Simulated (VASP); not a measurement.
Energy against volume of MnF2 (rutile). Calculation: PW91 GGA, VASP's PBE PAW potentials (set 64) (plane waves; VASP). Settings: 520 eV cut-off, 5×5×7 Γ-centred mesh, Gaussian smearing of 0.050 eV, potentials Mn_pv F.

Shape and ions are relaxed at each volume.

```tsv
V (Å³/atom)	E (eV/atom)
12.621	-6.51029
13.024	-6.52204
13.427	-6.52607
13.829	-6.52375
```

Fit these four points and predict the energy of the run at 14.232 Å³/atom.

A cubic in V^(−2/3), the third-order Birch-Murnaghan form, passes through the four points with V0 = 13.47 Å³/atom and B0 = 83 GPa, and gives -6.5162 eV/atom there. The run gave -6.5160 eV/atom, +0.2 meV/atom from the fit; all five points give B0 = 84 GPa.

The compound is MnF2 in the rutile structure. It was relaxed first.
